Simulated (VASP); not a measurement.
# 1T-PtSe2 monolayer under biaxial strain, part 3 of 7

Aim: strain 1T-PtSe2 monolayer in both directions of its plane and follow energy, thickness and gap.

VASP 6.6.1, plane waves and PAW; the level of theory is named at each step.

So far, gap on the k-mesh (eV): step 2 (relaxing the monolayer) 1.35.

### Step 5. Strained, atoms relaxed, biaxial strain -0.04

Level of this step: PBE with D3(BJ); plane waves and PAW (Pt, Se) (VASP).

The cell is held at the strained lattice, and the atoms relax in it.

The input, INCAR:

```
SYSTEM = PtSe2
PREC = Normal
ENCUT = 350
EDIFF = 1E-06
NELM = 120
ISMEAR = 0
SIGMA = 0.03
LREAL = .FALSE.
ALGO = Fast
GGA = PE
IVDW = 12
NBANDS = 17
LASPH = .TRUE.
LORBIT = 11
LWAVE = .FALSE.
LCHARG = .FALSE.
KPAR = 4
IBRION = 2
NSW = 30
ISIF = 2
EDIFFG = -0.015
POTIM = 0.4
MAXMIX = 40
IDIPOL = 3
LDIPOL = .TRUE.
DIPOL = 0.5 0.5 0.5
```

The input, POSCAR:

```
PtSe2
1.0
    3.5547234412      0.0000000000      0.0000000000
   -1.7773617206      3.0784808035      0.0000000000
    0.0000000000      0.0000000000     22.0000000000
Pt Se
1 2
Direct
    0.0000000000      0.0000000000      0.5000000000
    0.3333333333      0.6666666667      0.4396979050
    0.6666666667      0.3333333333      0.5603020950
```

The input, KPOINTS:

```
Automatic mesh
0
Gamma
9 9 1
0 0 0
```

Potentials, in the order of the species: Pt and Se (PBE family, release 64).

Launch:

```bash
mpirun -np 4 vasp_std
```

What it wrote:

```text
[... set-up lines as in an earlier step ...]
 entering main loop
       N       E                     dE             d eps       ncg     rms          rms(c)
DAV:   1     0.148483767144E+03    0.14848E+03   -0.63231E+03   416   0.708E+02
DAV:   2    -0.339723654628E+00   -0.14882E+03   -0.14244E+03   611   0.156E+02
DAV:   3    -0.146328985918E+02   -0.14293E+02   -0.14226E+02   520   0.612E+01
DAV:   4    -0.148334657106E+02   -0.20057E+00   -0.20042E+00   525   0.826E+00
DAV:   5    -0.148369642466E+02   -0.34985E-02   -0.34978E-02   557   0.101E+00    0.152E+01
RMM:   6    -0.141254917490E+02    0.71147E+00   -0.37614E+00   408   0.110E+01    0.793E+00
RMM:   7    -0.140247015273E+02    0.10079E+00   -0.53600E-01   408   0.470E+00    0.332E+00
RMM:   8    -0.139828451367E+02    0.41856E-01   -0.78112E-02   411   0.193E+00    0.369E-01
RMM:   9    -0.139836710023E+02   -0.82587E-03   -0.22115E-02   412   0.823E-01    0.176E-01
RMM:  10    -0.139837728492E+02   -0.10185E-03   -0.19394E-03   424   0.275E-01    0.172E-01
RMM:  11    -0.139838058354E+02   -0.32986E-04   -0.43350E-04   443   0.114E-01    0.183E-01
RMM:  12    -0.139837382407E+02    0.67595E-04   -0.18827E-04   408   0.819E-02    0.195E-01
RMM:  13    -0.139836044683E+02    0.13377E-03   -0.25462E-04   408   0.849E-02    0.124E-01
RMM:  14    -0.139836138083E+02   -0.93400E-05   -0.11648E-04   408   0.529E-02    0.918E-02
RMM:  15    -0.139836281815E+02   -0.14373E-04   -0.14241E-05   407   0.206E-02    0.670E-02
RMM:  16    -0.139836839018E+02   -0.55720E-04   -0.39324E-05   408   0.391E-02    0.457E-02
RMM:  17    -0.139836962770E+02   -0.12375E-04   -0.52270E-06   341   0.113E-02    0.530E-02
RMM:  18    -0.139837080259E+02   -0.11749E-04   -0.42906E-06   366   0.116E-02    0.471E-02
RMM:  19    -0.139837101434E+02   -0.21175E-05   -0.20306E-06   291   0.691E-03    0.420E-02
RMM:  20    -0.139837112791E+02   -0.11357E-05   -0.37291E-06   345   0.107E-02    0.262E-02
RMM:  21    -0.139837161027E+02   -0.48236E-05   -0.68088E-06   380   0.138E-02    0.124E-02
RMM:  22    -0.139837165691E+02   -0.46640E-06   -0.53082E-07   263   0.403E-03
   1 F= -.14960482E+02 E0= -.14960482E+02  d E =-.149605E+02
 curvature:   0.00 expect dE= 0.000E+00 dE for cont linesearch  0.000E+00
 trial: gam= 0.00000 g(F)=  0.112E+00 g(S)=  0.000E+00 ort = 0.000E+00 (trialstep = 0.100E+01)
 search vector abs. value=  0.112E+00
 bond charge predicted
       N       E                     dE             d eps       ncg     rms          rms(c)
DAV:   1    -0.140606250402E+02   -0.76909E-01   -0.35651E+00   418   0.100E+01    0.105E+00
RMM:   2    -0.140689985868E+02   -0.83735E-02   -0.13678E-01   408   0.205E+00    0.151E+00
RMM:   3    -0.140718336201E+02   -0.28350E-02   -0.23118E-02   411   0.884E-01    0.815E-01
RMM:   4    -0.140738752679E+02   -0.20416E-02   -0.69989E-03   413   0.533E-01    0.517E-01
RMM:   5    -0.140723092386E+02    0.15660E-02   -0.19557E-03   409   0.289E-01    0.314E-01
RMM:   6    -0.140721015617E+02    0.20768E-03   -0.83130E-04   411   0.175E-01    0.168E-01
RMM:   7    -0.140721600205E+02   -0.58459E-04   -0.12180E-04   414   0.711E-02    0.939E-02
RMM:   8    -0.140721765393E+02   -0.16519E-04   -0.27092E-05   415   0.310E-02    0.896E-02
RMM:   9    -0.140721772973E+02   -0.75795E-06   -0.32195E-05   408   0.264E-02    0.682E-02
RMM:  10    -0.140721632469E+02    0.14050E-04   -0.35295E-05   408   0.322E-02    0.357E-02
RMM:  11    -0.140721685290E+02   -0.52820E-05   -0.52899E-06   357   0.117E-02    0.261E-02
RMM:  12    -0.140721698362E+02   -0.13073E-05   -0.83820E-06   385   0.155E-02    0.853E-03
RMM:  13    -0.140721708371E+02   -0.10009E-05   -0.27290E-06   303   0.793E-03    0.341E-03
RMM:  14    -0.140721713045E+02   -0.46745E-06   -0.66149E-07   264   0.447E-03
   2 F= -.15041123E+02 E0= -.15041123E+02  d E =-.806409E-01
[...]
3 F= -.15062963E+02 E0= -.15062963E+02  d E =-.102481E+00
 curvature:  -0.89 expect dE=-0.169E-04 dE for cont linesearch -0.169E-04
 ZBRENT: interpolating
 opt :   1.8730  next Energy=   -15.062982 (dE=-0.102E+00)
 bond charge predicted
       N       E                     dE             d eps       ncg     rms          rms(c)
DAV:   1    -0.141010466757E+02    0.31231E-03   -0.51443E-03   522   0.379E-01    0.382E-02
RMM:   2    -0.141010602150E+02   -0.13539E-04   -0.15045E-04   406   0.671E-02    0.801E-03
RMM:   3    -0.141010623030E+02   -0.20881E-05   -0.21031E-05   395   0.267E-02    0.349E-03
RMM:   4    -0.141010627704E+02   -0.46742E-06   -0.36353E-06   320   0.117E-02
   4 F= -.15062980E+02 E0= -.15062980E+02  d E =-.102498E+00
 curvature:  -0.99 expect dE=-0.686E-05 dE for cont linesearch -0.686E-05
 trial: gam=-0.00780 g(F)=  0.693E-05 g(S)=  0.000E+00 ort = 0.882E-03 (trialstep = 0.117E+01)
 search vector abs. value=  0.528E-09
 reached required accuracy - stopping structural energy minimisation
```

Run time: 22 s. Hardware: 4 MPI ranks of AMD EPYC 7R43, shared host; peak memory 0.68 GiB.

OUTCAR, selected parts (step 5):

```text
   ENCUT  =  350.0 eV  25.72 Ry    5.07 a.u.   5.42  5.42 33.56*2*pi/ulx,y,z

   NELECT =      22.0000    total number of electrons

 Edisp (eV)   -0.96160

 E-fermi :  -2.3145

 k-point     1 :       0.0000    0.0000    0.0000
  band No.  band energies     occupation
    ...
      7      -5.7569      2.00000
      8      -4.4019      2.00000
      9      -3.8270      2.00000
     10      -2.4653      2.00000
     11      -2.4653      2.00000
     12       0.3522      0.00000
     13       0.3522      0.00000
     14       1.7768      0.00000
     15       2.4100      0.00000
     16       2.8778      0.00000
    ...

 Edisp (eV)   -0.96192

  Total       2.77032     2.77032    -0.06765     0.00000     0.00000     0.00000
  in kB      18.43636    18.43636    -0.45018     0.00000     0.00000     0.00000
  external pressure =       12.14 kB  Pullay stress =        0.00 kB

 POSITION                                       TOTAL-FORCE (eV/Angst)
 -----------------------------------------------------------------------------------
      0.00000      0.00000     11.00000        -0.000000      0.000000      0.000000
     -0.00000      2.05232      9.58619         0.000000      0.000000     -0.009479
      1.77736      1.02616     12.41381        -0.000000     -0.000000      0.009479
 -----------------------------------------------------------------------------------
    total drift:                                0.000000      0.000000      0.000000

  FREE ENERGIE OF THE ION-ELECTRON SYSTEM (eV)
  ---------------------------------------------------
  free  energy   TOTEN  =       -15.0629801608 eV

  energy  without entropy=      -15.0629801608  energy(sigma->0) =      -15.06298016

 vacuum level on the upper side and lower side of the slab         2.615         2.615

[... 4 parts as in an earlier step ...]

[... 14 further parts left out ...]
```

CONTCAR:

```
PtSe2
   1.00000000000000
     3.5547234412000002    0.0000000000000000    0.0000000000000000
    -1.7773617206000001    3.0784808035000002    0.0000000000000000
     0.0000000000000000    0.0000000000000000   22.0000000000000000
  Pt              Se
     1     2
Direct
     0.0000000000000000    0.0000000000000000    0.5000000000000000
     0.3333333332999970    0.6666666667000030    0.4357357052234868
     0.6666666667000030    0.3333333332999970    0.5642642947765132
```

The steps of the relaxation:

| step | energy less that of the first step (eV) | largest force (eV/Å) |
| --- | --- | --- |
| 1 | 0.0000 | 1.2059 |
| 2 | -0.0806 | 0.5397 |
| 3 | -0.1025 | 0.0157 |
| 4 | -0.1025 | 0.0095 |

The atoms that moved most (Å):

| atom | dx | dy | dz | length |
| --- | --- | --- | --- | --- |
| Se3 | 0.000 | 0.000 | 0.087 | 0.087 |
| Se2 | 0.000 | 0.000 | -0.087 | 0.087 |

The relaxed structure:

```xyz
3
Lattice="3.5547 0.0000 0.0000 -1.7774 3.0785 0.0000 0.0000 0.0000 22.0000" Properties=species:S:1:pos:R:3
Pt    0.0000    0.0000   11.0000
Se    0.0000    2.0523    9.5862
Se    1.7774    1.0262   12.4138
```

This step gave:

| Property | Result |
| --- | --- |
| electronic cycles | 48 |
| free energy (TOTEN) | -15.06 eV |
| Fermi energy | -2.314 eV |
| gap on the k-mesh | 1.008 eV |
| least direct gap on the k-mesh | 1.319 eV |

The run ended after 4 ionic steps, 0.102 eV below its first step, once the forces on the free atoms met EDIFFG = -0.015.

### Step 6. Strained, levels with spin-orbit coupling, biaxial strain -0.04

This step: PBE with D3(BJ), spin-orbit coupling; plane waves and PAW (Pt, Se) (VASP 6.6.1).

A static run with spin-orbit coupling gives the gap and the vacuum level at this strain.

The input, INCAR:

```
SYSTEM = PtSe2
PREC = Normal
ENCUT = 350
EDIFF = 1E-06
NELM = 120
ISMEAR = 0
SIGMA = 0.03
LREAL = .FALSE.
ALGO = Fast
GGA = PE
IVDW = 12
LNONCOLLINEAR = .TRUE.
MAGMOM = 0 0 0 0 0 0 0 0 0
NBANDS = 34
GGA_COMPAT = .FALSE.
LASPH = .TRUE.
LSORBIT = .TRUE.
LMAXMIX = 4
LWAVE = .FALSE.
LCHARG = .FALSE.
KPAR = 4
IDIPOL = 3
LDIPOL = .TRUE.
DIPOL = 0.5 0.5 0.5
LVHAR = .TRUE.
LVACPOTAV = .TRUE.
```

The input, POSCAR:

```
PtSe2
1.0
    3.5547234412      0.0000000000      0.0000000000
   -1.7773617206      3.0784808035      0.0000000000
    0.0000000000      0.0000000000     22.0000000000
Pt Se
1 2
Direct
    0.0000000000      0.0000000000      0.5000000000
    0.3333333333      0.6666666667      0.4357357052
    0.6666666667      0.3333333333      0.5642642948
```

KPOINTS is that of step 5.

The input, KPOINTS_OPT:

```
Line mode
14
Line-mode
Reciprocal
  0.00000000   0.00000000   0.00000000 GAMMA
  0.50000000   0.00000000   0.00000000 M

  0.50000000   0.00000000   0.00000000 M
  0.33333333   0.33333333   0.00000000 K

  0.33333333   0.33333333   0.00000000 K
  0.00000000   0.00000000   0.00000000 GAMMA
```

Launch:

```bash
mpirun -np 4 vasp_ncl
```

What it wrote:

```text
[... set-up lines as in an earlier step ...]
 entering main loop
       N       E                     dE             d eps       ncg     rms          rms(c)
DAV:   1     0.147206421648E+03    0.14721E+03   -0.60142E+03   832   0.700E+02
DAV:   2     0.191135194061E+01   -0.14530E+03   -0.13322E+03  1144   0.166E+02
DAV:   3    -0.150181499095E+02   -0.16930E+02   -0.16693E+02  1018   0.642E+01
DAV:   4    -0.153663833940E+02   -0.34823E+00   -0.34682E+00  1030   0.103E+01
DAV:   5    -0.153726854941E+02   -0.63021E-02   -0.62987E-02  1022   0.134E+00    0.152E+01
RMM:   6    -0.146755832581E+02    0.69710E+00   -0.40795E+00   892   0.115E+01    0.845E+00
RMM:   7    -0.145371529075E+02    0.13843E+00   -0.53988E-01   846   0.466E+00    0.437E+00
RMM:   8    -0.145051639871E+02    0.31989E-01   -0.44719E-02   970   0.142E+00    0.135E+00
RMM:   9    -0.144999634132E+02    0.52006E-02   -0.22768E-02   994   0.907E-01    0.216E-01
RMM:  10    -0.145002630221E+02   -0.29961E-03   -0.29398E-03  1041   0.297E-01    0.121E-01
RMM:  11    -0.145002579822E+02    0.50400E-05   -0.47079E-04  1028   0.134E-01    0.461E-02
RMM:  12    -0.145002619737E+02   -0.39916E-05   -0.12467E-04  1051   0.682E-02    0.236E-02
RMM:  13    -0.145002671361E+02   -0.51623E-05   -0.39433E-05  1068   0.359E-02    0.105E-02
RMM:  14    -0.145002929607E+02   -0.25825E-04   -0.26697E-05   996   0.244E-02    0.563E-03
RMM:  15    -0.145003166537E+02   -0.23693E-04   -0.48733E-06   992   0.121E-02    0.279E-03
RMM:  16    -0.145003749323E+02   -0.58279E-04   -0.82322E-06  1009   0.110E-02    0.344E-03
RMM:  17    -0.145003962037E+02   -0.21271E-04   -0.34443E-06   919   0.717E-03    0.208E-03
RMM:  18    -0.145004193160E+02   -0.23112E-04   -0.14447E-06   834   0.444E-03    0.784E-04
RMM:  19    -0.145004261405E+02   -0.68245E-05   -0.33626E-07   740   0.229E-03    0.856E-04
RMM:  20    -0.145004283265E+02   -0.21860E-05   -0.82409E-08   553   0.131E-03    0.685E-04
RMM:  21    -0.145004309935E+02   -0.26669E-05   -0.10068E-07   569   0.126E-03    0.155E-04
RMM:  22    -0.145004312807E+02   -0.28720E-06   -0.24598E-08   449   0.924E-04
 [... a notice as in an earlier step ...]

   1 F= -.15462349E+02 E0= -.15462349E+02  d E =-.552415E-21  mag=     0.0000     0.0000    -0.0000
 Start KPOINTS_OPT (optional k-point list driver)
k-point batch [1-12\42]
       N       E                     dE             ncg
DAV:   1    -0.974857398647E+02   -0.25682E+04      816
DAV:   2    -0.176856089639E+04   -0.16711E+04     1152
DAV:   3    -0.198733393333E+04   -0.21877E+03     1028
DAV:   4    -0.199265735442E+04   -0.53234E+01      996
DAV:   5    -0.199277029164E+04   -0.11294E+00     1048
DAV:   6    -0.199277369137E+04   -0.33997E-02     1098
DAV:   7    -0.199277379231E+04   -0.10094E-03     1136
DAV:   8    -0.199277379541E+04   -0.30959E-05      914
DAV:   9    -0.199277379560E+04   -0.19200E-06      680
[...]
k-point batch [37-42\42]
       N       E                     dE             ncg
DAV:   1     0.271108170780E+04   -0.38626E+03      408
DAV:   2     0.189990153957E+04   -0.81118E+03      554
DAV:   3     0.177618525331E+04   -0.12372E+03      516
DAV:   4     0.177262767359E+04   -0.35576E+01      520
DAV:   5     0.177253969721E+04   -0.87976E-01      536
DAV:   6     0.177253780192E+04   -0.18953E-02      544
DAV:   7     0.177253771550E+04   -0.86415E-04      552
DAV:   8     0.177253771168E+04   -0.38247E-05      520
DAV:   9     0.177253771152E+04   -0.15575E-06      368
```

The job ended after 63 s (4 MPI ranks; peak memory 1.5 GiB).

From OUTCAR (step 6):

```text
   k-points           NKPTS =     12   k-points in BZ     NKDIM =     12   number of bands    NBANDS=     34

   NELECT =      22.0000    total number of electrons

 dipolmoment           0.000000      0.000000     -0.000000 electrons x Angstroem

 E-fermi :  -2.0702

 k-point     1 :       0.0000    0.0000    0.0000
  band No.  band energies     occupation
    ...
     18      -3.8904      1.00000
     19      -2.6580      1.00000
     20      -2.6580      1.00000
     21      -2.2610      1.00000
     22      -2.2610      1.00000
     23       0.3275      0.00000
     24       0.3275      0.00000
     25       0.3658      0.00000
     26       0.3658      0.00000
     27       1.7730      0.00000
    ...

 Edisp (eV)   -0.96192

  Total       2.83344     2.83344     0.01114     0.00000     0.00000     0.00000
  in kB      18.85646    18.85646     0.07415     0.00000     0.00000     0.00000
  external pressure =       12.60 kB  Pullay stress =        0.00 kB

 POSITION                                       TOTAL-FORCE (eV/Angst)
 -----------------------------------------------------------------------------------
      0.00000      0.00000     11.00000         0.000000      0.000000      0.000000
     -0.00000      2.05232      9.58619        -0.000000      0.000000     -0.036388
      1.77736      1.02616     12.41381        -0.000000     -0.000000      0.036388
 -----------------------------------------------------------------------------------
    total drift:                                0.000000     -0.000000      0.000000

  FREE ENERGIE OF THE ION-ELECTRON SYSTEM (eV)
  ---------------------------------------------------
  free  energy   TOTEN  =       -15.4623486709 eV

  energy  without entropy=      -15.4623486709  energy(sigma->0) =      -15.46234867

 vacuum level on the upper side and lower side of the slab         2.796         2.796

 Spin-Orbit-Coupling matrix elements
 Ion:    1  E_soc:     -0.7429358
 Ion:    2  E_soc:     -0.0273116
 Ion:    3  E_soc:     -0.0273116

[... 6 parts as in an earlier step ...]

[... 9 further parts left out ...]
```

Numbers from this step:

```yaml
electronic_cycles: 22
free_energy_toten: -15.46 eV
fermi_energy: -2.070 eV
least_gap_on_mesh_and_path: 0.8041 eV
least_direct_gap_on_mesh_and_path: 1.258 eV
vacuum_levels: 2.796, 2.796 eV
ionisation_potentials_of_the_upper_and_lower_face: 5.057, 5.057 eV
electron_affinities_of_the_upper_and_lower_face: 4.253, 4.253 eV
```

On-site spin-orbit energy by atom:

| atom | on-site spin-orbit energy (eV) |
| --- | --- |
| Pt1 | -0.743 |
| Se2 | -0.027 |
| Se3 | -0.027 |

The electronic bands at the labelled points (eV, zero at the valence-band top; v1 is the highest filled band, c1 the lowest empty one):

| point | v4 | v3 | v2 | v1 | c1 | c2 | c3 | c4 |
| --- | --- | --- | --- | --- | --- | --- | --- | --- |
| Γ | -0.40 | -0.40 | 0.00 | 0.00 | 2.59 | 2.59 | 2.63 | 2.63 |
| 0.46 of the way | -0.91 | -0.91 | -0.38 | -0.38 | 0.91 | 0.91 | 2.15 | 2.15 |
| M | -2.04 | -2.04 | -1.89 | -1.89 | 2.08 | 2.08 | 2.25 | 2.25 |
| 0.46 of the way | -1.83 | -1.83 | -1.38 | -1.38 | 1.39 | 1.39 | 1.92 | 1.92 |
| K | -1.53 | -1.53 | -1.26 | -1.26 | 1.25 | 1.25 | 1.29 | 1.29 |
| 0.46 of the way | -1.30 | -1.30 | -0.59 | -0.59 | 1.01 | 1.01 | 1.65 | 1.65 |
| Γ | -0.40 | -0.40 | 0.00 | 0.00 | 2.59 | 2.59 | 2.63 | 2.63 |

Zero at the Fermi level. Planar average of the electrostatic potential against height:

height (Å), planar average of the electrostatic potential (eV) and a bar from the least value:
```
      0.0        4.9 ##############################
      0.5        4.9 ##############################
      1.0        4.9 ##############################
      1.5        4.9 ##############################
      2.0        4.9 ##############################
      2.5        4.9 ##############################
      3.0        4.9 ##############################
      3.5        4.9 ##############################
      4.0        4.9 ##############################
      4.5        4.9 ##############################
      5.0        4.9 ##############################
      5.5        4.9 ##############################
      6.0        4.9 ##############################
      6.5        4.9 ##############################
      7.0        4.8 ##############################
      7.5        4.8 ##############################
      8.0        4.4 #############################
      8.5        2.9 ###########################
      9.0       -3.7 ################
      9.5       -8.6 #######
     10.0       -8.9 #######
     10.5       -9.6 ######
     11.0      -12.9 
     11.5       -9.6 ######
     12.0       -8.9 #######
     12.5       -8.6 #######
     13.0       -3.7 ################
     13.5        2.9 ###########################
     14.0        4.4 #############################
     14.5        4.8 ##############################
     15.0        4.8 ##############################
     15.5        4.9 ##############################
     16.0        4.9 ##############################
     16.5        4.9 ##############################
     17.0        4.9 ##############################
     17.5        4.9 ##############################
     18.0        4.9 ##############################
     18.5        4.9 ##############################
     19.0        4.9 ##############################
     19.5        4.9 ##############################
     20.0        4.9 ##############################
     20.5        4.9 ##############################
     21.0        4.9 ##############################
     21.5        4.9 ##############################
```

The path shows an indirect gap of 0.80 eV (valence top at Γ, conduction bottom between K and Γ). The least direct gap is 1.26 eV.

[end of part 3 of 7]

[Lines on the potential files, build, host, timing and source positions are cut from VASP's logs without a mark.]

[Logs are printed without paths, hosts, clocks, repeated set-up lines and the standing remarks that a program may print on its own settings, such as how far it seeks lower states.]

[Hosts, paths, dates, database ids (printed as entryN), source tags and the programs' standing remarks are cut or masked in the printed files.]

[Runs that stopped without an error message from VASP are left out.]
